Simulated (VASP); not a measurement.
Calculation: LDA (Ceperley-Alder, Perdew-Zunger), VASP's LDA PAW potentials (set 64) (plane waves; VASP).

A VASP calculation is set up with these files.

File KPOINTS:
```
Regular mesh
0
G
15 15 15
0 0 0
```

### INCAR
```
SYSTEM = W
PREC = Accurate
ENCUT = 400
EDIFF = 1E-6
NELM = 100
ALGO = Normal
LREAL = .FALSE.
LASPH = .TRUE.
ISMEAR = 1
SIGMA = 0.1
LMAXMIX = 6
LWAVE = .FALSE.
LCHARG = .FALSE.
IBRION = 2
ISIF = 3
NSW = 60
EDIFFG = -0.01
```

### POSCAR
```
W
1.0
 -1.5851600000   1.5851600000   1.5851600000
  1.5851600000  -1.5851600000   1.5851600000
  1.5851600000   1.5851600000  -1.5851600000
W
1
Direct
  0.0000000000   0.0000000000   0.0000000000
```

POTCAR, in this order: W_sv (LDA.64 set). Program: vasp_std.

Output

File OSZICAR:
```
       N       E                     dE             d eps       ncg     rms          rms(c)
DAV:   1     0.655931437072E+02    0.65593E+02   -0.68517E+03  2667   0.122E+03
DAV:   2    -0.133401660602E+02   -0.78933E+02   -0.76041E+02  2874   0.297E+02
DAV:   3    -0.147765005395E+02   -0.14363E+01   -0.14261E+01  2970   0.402E+01
DAV:   4    -0.147833568904E+02   -0.68564E-02   -0.68560E-02  2882   0.309E+00
DAV:   5    -0.147834124884E+02   -0.55598E-04   -0.55599E-04  2928   0.274E-01    0.209E+01
DAV:   6    -0.142384774375E+02    0.54494E+00   -0.62222E-01  2814   0.101E+01    0.814E+00
DAV:   7    -0.140968031214E+02    0.14167E+00   -0.29582E-01  2909   0.642E+00    0.566E-01
DAV:   8    -0.140904676058E+02    0.63355E-02   -0.41093E-03  2738   0.943E-01    0.132E-01
DAV:   9    -0.140904767331E+02   -0.91273E-05   -0.50461E-05  2970   0.942E-02    0.609E-02
DAV:  10    -0.140904807923E+02   -0.40592E-05   -0.59041E-06  2865   0.344E-02    0.167E-02
DAV:  11    -0.140904808499E+02   -0.57618E-07   -0.15061E-07  1452   0.396E-03
   1 F= -.14090481E+02 E0= -.14090634E+02  d E =-.140905E+02
       N       E                     dE             d eps       ncg     rms          rms(c)
DAV:   1    -0.159148210761E+02   -0.18243E+01   -0.45457E+01  2742   0.104E+02    0.221E+01
DAV:   2    -0.142759159611E+02    0.16389E+01   -0.23059E+00  2697   0.227E+01    0.475E+00
DAV:   3    -0.139384613392E+02    0.33745E+00   -0.82050E-01  2751   0.130E+01    0.417E+00
DAV:   4    -0.139384811916E+02   -0.19852E-04   -0.19036E-02  2721   0.188E+00    0.267E-01
DAV:   5    -0.139372917019E+02    0.11895E-02   -0.50128E-03  2829   0.985E-01    0.357E-02
DAV:   6    -0.139372916985E+02    0.33904E-08   -0.46899E-05  2775   0.966E-02    0.405E-02
DAV:   7    -0.139372896371E+02    0.20614E-05   -0.68076E-06  2880   0.354E-02    0.241E-03
DAV:   8    -0.139372896361E+02    0.10325E-08   -0.45170E-08  1382   0.284E-03
   2 F= -.13937290E+02 E0= -.13937173E+02  d E =0.153191E+00
       N       E                     dE             d eps       ncg     rms          rms(c)
DAV:   1    -0.153805962741E+02   -0.14433E+01   -0.31873E+01  2727   0.940E+01    0.141E+01
DAV:   2    -0.142731657274E+02    0.11074E+01   -0.18133E+00  2688   0.176E+01    0.377E+00
DAV:   3    -0.140986705975E+02    0.17450E+00   -0.51948E-01  2756   0.958E+00    0.224E+00
DAV:   4    -0.141026279475E+02   -0.39574E-02   -0.12999E-02  2712   0.146E+00    0.706E-01
DAV:   5    -0.141018212981E+02    0.80665E-03   -0.26971E-03  2838   0.701E-01    0.187E-02
DAV:   6    -0.141018167789E+02    0.45192E-05   -0.28832E-05  2815   0.710E-02    0.308E-02
DAV:   7    -0.141018165438E+02    0.23517E-06   -0.22256E-06  2731   0.201E-02
   3 F= -.14101817E+02 E0= -.14101950E+02  d E =-.113357E-01
       N       E                     dE             d eps       ncg     rms          rms(c)
DAV:   1    -0.141019962227E+02   -0.17944E-03   -0.36960E-03  2721   0.969E-01    0.167E-01
DAV:   2    -0.141018620017E+02    0.13422E-03   -0.19861E-04  2700   0.195E-01    0.374E-02
DAV:   3    -0.141018390751E+02    0.22927E-04   -0.62010E-05  2762   0.106E-01    0.293E-02
DAV:   4    -0.141018392381E+02   -0.16293E-06   -0.14805E-06  2127   0.169E-02
   4 F= -.14101839E+02 E0= -.14101972E+02  d E =-.113584E-01
```

OUTCAR:
```
------------------------ aborting loop because EDIFF is reached ----------------------------------------
  FORCE on cell =-STRESS in cart. coord.  units (eV):
  Direction    XX          YY          ZZ          XY          YZ          ZX
  --------------------------------------------------------------------------------------
  Total       -0.0079266     -0.0079266     -0.0079266      0.0000000      0.0000000      0.0000000
  in kB       -0.8186231     -0.8186231     -0.8186231      0.0000000      0.0000000      0.0000000
  external PRESSURE =      -0.8186231 kB  Pullay stress =       0.0000000 kB
  volume of cell :       15.51
      direct lattice vectors                 reciprocal lattice vectors
    -1.571151096  1.571151096  1.571151096     0.000000000  0.318238011  0.318238011
     1.571151096 -1.571151096  1.571151096     0.318238011  0.000000000  0.318238011
     1.571151096  1.571151096 -1.571151096     0.318238011  0.318238011  0.000000000
 POSITION                                       TOTAL-FORCE (eV/Angst)
 -----------------------------------------------------------------------------------
     -1.57115      1.57115      1.57115         0.000000      0.000000     -0.000000
 -----------------------------------------------------------------------------------
    total drift:                                0.000000      0.000000     -0.000000
  FREE ENERGIE OF THE ION-ELECTRON SYSTEM (eV)
  ---------------------------------------------------
  free  energy   TOTEN  =       -14.1018392381 eV

  energy  without entropy=      -14.1022389873  energy(sigma->0) =      -14.10197249

 reached required accuracy - stopping structural energy minimisation
```
(Selected blocks of OUTCAR.)

**CONTCAR**
```
W
   1.00000000000000
    -1.5711510958206103    1.5711510958206103    1.5711510958206103
     1.5711510958206103   -1.5711510958206103    1.5711510958206103
     1.5711510958206103    1.5711510958206103   -1.5711510958206103
  W
     1
Direct
     1.0000000000000000    0.0000000000000000    0.0000000000000000
```

Energy and stress use the plane-wave basis of the starting cell.

The structure comes from a computed database's W entry (Im-3m); how it stands against other phases isn't given here. This run relaxes it. Symmetry was kept, so distortions that lower it aren't found.
